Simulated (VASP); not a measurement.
Calculation: PBE GGA, VASP's PBE PAW potentials (set 64) (plane waves; VASP 6.6.1).

VASP ran on this input.

File POSCAR:
```
TiC
1
    0.0000000000     2.2083000000     2.2083000000
    2.2083000000     0.0000000000     2.2083000000
    2.2083000000     2.2083000000     0.0000000000
Ti C
1 1
Direct
  0.0000000000   0.0000000000   0.0000000000
  0.5000000000   0.5000000000   0.5000000000
```

**INCAR**
```
SYSTEM=TiC
PREC=Accurate; ENCUT=520; LREAL=.FALSE.
LASPH=.TRUE.
EDIFF=1E-6; NELM=100; ALGO=Normal
LMAXMIX=4
ISMEAR=-4
GGA=PE
ISIF=2
LWAVE=.FALSE.; LCHARG=.FALSE.
```

File KPOINTS:
```
Automatic mesh
0
Gamma
13 13 13
0 0 0
```

POTCAR, in this order: Ti_sv C (PBE.64 set). Program: vasp_std.

Output of the run:

File OSZICAR:
```
       N       E                     dE             d eps       ncg     rms          rms(c)
DAV:   1     0.120110440105E+03    0.12011E+03   -0.85257E+03  2016   0.158E+03
DAV:   2    -0.141202714226E+02   -0.13423E+03   -0.12807E+03  2100   0.384E+02
DAV:   3    -0.240033138077E+02   -0.98830E+01   -0.95213E+01  2752   0.989E+01
DAV:   4    -0.244110006556E+02   -0.40769E+00   -0.40697E+00  2528   0.193E+01
DAV:   5    -0.244280793749E+02   -0.17079E-01   -0.17078E-01  2796   0.362E+00    0.176E+01
DAV:   6    -0.195049210161E+02    0.49232E+01   -0.34727E+01  2416   0.697E+01    0.774E+00
DAV:   7    -0.187193756510E+02    0.78555E+00   -0.58889E+00  2584   0.300E+01    0.455E+00
DAV:   8    -0.186833266948E+02    0.36049E-01   -0.11913E-01  2168   0.414E+00    0.341E+00
DAV:   9    -0.186600452778E+02    0.23281E-01   -0.28481E-01  2336   0.692E+00    0.887E-01
DAV:  10    -0.186570530078E+02    0.29923E-02   -0.18708E-02  2800   0.170E+00    0.709E-01
DAV:  11    -0.186537089559E+02    0.33441E-02   -0.95437E-03  2324   0.151E+00    0.190E-01
DAV:  12    -0.186535848038E+02    0.12415E-03   -0.81951E-04  2844   0.333E-01    0.478E-02
DAV:  13    -0.186535684734E+02    0.16330E-04   -0.43376E-05  2384   0.708E-02    0.185E-02
DAV:  14    -0.186535658567E+02    0.26167E-05   -0.81510E-06  2956   0.375E-02    0.288E-03
DAV:  15    -0.186535660028E+02   -0.14610E-06   -0.11671E-07  1108   0.450E-03
   1 F= -.18653566E+02 E0= -.18653566E+02  d E =0.000000E+00
```

### OUTCAR
```
------------------------ aborting loop because EDIFF is reached ----------------------------------------
  FORCE on cell =-STRESS in cart. coord.  units (eV):
  Direction    XX          YY          ZZ          XY          YZ          ZX
  --------------------------------------------------------------------------------------
  Total       -1.6898062     -1.6898062     -1.6898062      0.0000000     -0.0000000      0.0000000
  in kB     -125.7023120   -125.7023120   -125.7023120      0.0000000     -0.0000000      0.0000000
  external PRESSURE =    -125.7023120 kB  Pullay stress =       0.0000000 kB
  volume of cell :       21.54
      direct lattice vectors                 reciprocal lattice vectors
     0.000000000  2.208300000  2.208300000    -0.226418512  0.226418512  0.226418512
     2.208300000  0.000000000  2.208300000     0.226418512 -0.226418512  0.226418512
     2.208300000  2.208300000  0.000000000     0.226418512  0.226418512 -0.226418512
 POSITION                                       TOTAL-FORCE (eV/Angst)
 -----------------------------------------------------------------------------------
      0.00000      0.00000      0.00000         0.000000      0.000000      0.000000
      2.20830      2.20830      2.20830         0.000000      0.000000      0.000000
 -----------------------------------------------------------------------------------
    total drift:                                0.000000     -0.000000     -0.000000
  FREE ENERGIE OF THE ION-ELECTRON SYSTEM (eV)
  ---------------------------------------------------
  free  energy   TOTEN  =       -18.6535660028 eV

  energy  without entropy=      -18.6535660028  energy(sigma->0) =      -18.65356600
```
(Selected blocks of OUTCAR.)

The compound is TiC in the rock salt structure. The cell was not relaxed at this level. The run is one of a series of settings (ISMEAR = -4, SIGMA removed against the base run), some of them coarse on purpose.
